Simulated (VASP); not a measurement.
Here is the system:

```yaml
crystal:
  lattice:
    - [2.75692, 1.59171, 4.86814]
    - [-2.75692, 1.59171, 4.86814]
    - [0.00000, -3.18341, 4.86814]
  atoms:
    - { symbol: Bi, position: [0.36595, 0.36595, 0.36595], spin: 0.1 }
    - { symbol: Bi, position: [0.63405, 0.63405, 0.63405], spin: 0.1 }
    - { symbol: O, position: [0.19070, 0.55842, 0.98736], spin: 0.2 }
    - { symbol: O, position: [0.98736, 0.19070, 0.55842], spin: 0.2 }
    - { symbol: O, position: [0.55842, 0.98736, 0.19070], spin: 0.2 }
    - { symbol: O, position: [0.80930, 0.44158, 0.01264], spin: 0.2 }
    - { symbol: O, position: [0.01264, 0.80930, 0.44158], spin: 0.2 }
    - { symbol: O, position: [0.44158, 0.01264, 0.80930], spin: 0.2 }
    - { symbol: Fe, position: [0.14700, 0.14700, 0.14700], spin: 3.9 }
    - { symbol: Fe, position: [0.85300, 0.85300, 0.85300], spin: 3.9 }
```

Computed with PBEsol GGA, VASP's PBE PAW potentials (set 64) (plane waves; VASP 6.6.1). Numerical set-up: 520 eV cut-off, 6×6×6 Γ-centred mesh, tetrahedra with Blöchl corrections, potentials Bi_d O Fe.

The moments were started parallel, and other spin orders were not tried in this run.

Problem. Predict the cell moment, energy per atom (σ→0).

Solution. 
```
Quantity                        Value
---------------------  --------------
cell moment                  10.00 μB
energy per atom (σ→0)  -6.876 eV/atom
```

Problem. Give the moment on each site (PAW-sphere projection).

Solution. 
```csv
site,moment (μB)
Bi1,0.07
Bi2,0.07
O3,0.25
O4,0.25
O5,0.25
O6,0.25
O7,0.25
O8,0.25
Fe9,3.93
Fe10,3.93
```

The absolute energy has meaning only against runs of the same code, potentials and settings.

The structure was generated: FeBiO3 was put into the ilmenite type (R-3), which need not be its known phase. It was relaxed first.
